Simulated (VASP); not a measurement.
## InP: phonons with PBE

InP:

```
In P
1.0
     0.00000    2.93050    2.93050
     2.93050    0.00000    2.93050
     2.93050    2.93050    0.00000
In P
1 1
Direct
  0.00000 0.00000 0.00000
  0.25000 0.25000 0.25000
```

```yaml
Program: VASP 6.6.1
Task: phonons
Functional: PBE
Potentials_or_basis: VASP PAW PBE potentials, release 64 (In_d, P)
Cutoff: 600 eV
k_mesh: 10 × 10 × 10
Occupations: gaussian, width 0.02 eV
Spin: no spin polarisation
Further_INCAR_settings: ALGO = Normal; EDIFF = 1e-08; IBRION = 8; NSW = 1
```

```json
{
  "Relaxed volume": "26.44 Å³/atom",
  "Relaxed cell": "a = 4.213 Å, b = 4.213 Å, c = 4.213 Å, α = 60.00°, β = 60.00°, γ = 60.00°",
  "Space group after relaxing (to 0.05 Å)": "F-43m (No. 216)",
  "Highest phonon frequency at Γ, LO-TO splitting left out": "283 cm⁻¹"
}
```

The path:
```
step  energy change (eV)  largest force (eV/Å)  pressure (GPa)  volume (Å³)
   1              0.0000                0.0000            3.32        50.33
   2             -0.0192                0.0000           -1.40        54.22
   3             -0.0252                0.0000            0.01        52.89
```

Final structure:
```xyz
2
Lattice="0.0000 2.9792 2.9792 2.9792 0.0000 2.9792 2.9792 2.9792 0.0000" Properties=species:S:1:pos:R:3 pbc="T T T"
In    0.0000    0.0000    0.0000
P     1.4896    1.4896    1.4896
```

Phonon frequencies in cm⁻¹ (negative: imaginary):
| q point | frequencies |
| --- | --- |
| (0.000, 0.000, 0.000) | 0 0 0 283 283 283 |

Run time: 8 min on 1 thread of Intel(R) Xeon(R) Platinum 8559C (Emerald Rapids), with other jobs on the host, peak memory 0.48 GiB.
